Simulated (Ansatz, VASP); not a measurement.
# MgH5W in VASP and in Ansatz

INCAR

```
SYSTEM = MgH5W
PREC = Accurate
ENCUT = 600
EDIFF = 1E-6
ISMEAR = 0
SIGMA = 0.1
LREAL = .False.
LASPH = .True.
NELM = 60
ALGO = Normal
ISIF = 3
LWAVE = .False.
LCHARG = .False.
GGA = PE
IBRION = 2
NSW = 100
EDIFFG = -0.01
```

File KPOINTS:

```
Automatic mesh
0
Gamma
  14 14 6
  0 0 0
```

Contents of POSCAR:

```
MgH5W
1.0
    2.8877706471      0.0000000000      0.0000000000
    0.0000000000      2.8877706471      0.0000000000
    0.0000000000      0.0000000000      6.4195481570
Mg H W
1 5 1
Direct
    0.5000000000      0.5000000000      0.0000000000
    0.0000000000      0.5000000000      0.3110253667
    0.0000000000      0.5000000000      0.6889746333
    0.5000000000      0.0000000000      0.3110253667
    0.5000000000      0.0000000000      0.6889746333
    0.0000000000      0.0000000000      0.0000000000
    0.0000000000      0.0000000000      0.5000000000
```

Input for Ansatz:

```yaml
crystal:
  lattice:
    - [2.8877706471, 0.0, 0.0]
    - [0.0, 2.8877706471, 0.0]
    - [0.0, 0.0, 6.419548157]
  atoms:
    - { symbol: Mg, position: [0.5, 0.5, 0.0] }
    - { symbol: H, position: [0.0, 0.5, 0.3110253667] }
    - { symbol: H, position: [0.0, 0.5, 0.6889746333] }
    - { symbol: H, position: [0.5, 0.0, 0.3110253667] }
    - { symbol: H, position: [0.5, 0.0, 0.6889746333] }
    - { symbol: H, position: [0.0, 0.0, 0.0] }
    - { symbol: W, position: [0.0, 0.0, 0.5] }
basis:
  ecutwfc: 420
kpoints:
  mp_grid: { grid: [14, 14, 6] }
hamiltonian:
  xc: pbe
scf:
  occupations: { method: gaussian, width: 0.1 }
output:
  forces: true
  stress: true
  eigenvalues: true
  write_density: true
  write_potential: true
  elf: true
  volumetric_format: npy
relax:
  adjacent_minimum: "off"
  f_tol: 0.01
  max_steps: 80
  cell: { stress_tol: 0.05 }
```

Change from the starting cell: species swapped into the TlPd5Se type (P4/mmm, No. 123).

Alike in both runs: task relaxation of cell and atoms; functional PBE; k mesh 14 × 14 × 6; occupations gaussian, width 0.1 eV; no spin polarisation.

|  | VASP | Ansatz |
| --- | --- | --- |
| version | VASP 6.6.1 | Ansatz 0.2.0 |
| potentials or method | VASP PAW PBE potentials, release 64 (Mg, H, W_sv) | scalar-relativistic, plane waves, PAW |
| plane-wave cutoff (eV) | 600 | 420 |
| valence electrons in the cell | 21 | 29 |

```tsv
	VASP	Ansatz	Ansatz less VASP
gap on the k mesh at the Fermi level, each at its own relaxed structure (eV)	none	none	-
relaxed volume (Å³/atom)	7.67	7.69	+0.018
relaxed cell length with the largest relative difference (Å)	6.427	6.441	+0.0147
```

A gap of «none» marks a metal or a gap that the smearing closes. The two sets of potentials don't hold the same shells in valence.

Spin-orbit coupling is left out, which matters for the levels of W.
